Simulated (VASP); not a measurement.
All values below come from PBEsol GGA, VASP's PBE PAW potentials (set 64) (plane waves; VASP 6.6.1). For the first row: Numerical set-up: 400 eV cut-off, 12×12×12 Γ-centred mesh, tetrahedra with Blöchl corrections, potentials Zn Y_sv.

```csv
system,energy (eV/atom)
YZn (space group Pm-3m),-4.5623
Zn (hcp),-1.5812
Y (hcp),-6.8193
```

The references are the elements' solids at the same level; no temperature or zero-point terms are added.

Question: What is the formation energy per atom of YZn?

Answer: The references average (1×(-1.5812) + 1×(-6.8193))/2 = -4.2003 eV, so the formation energy is -4.5623 − (-4.2003) = -0.362 eV/atom.
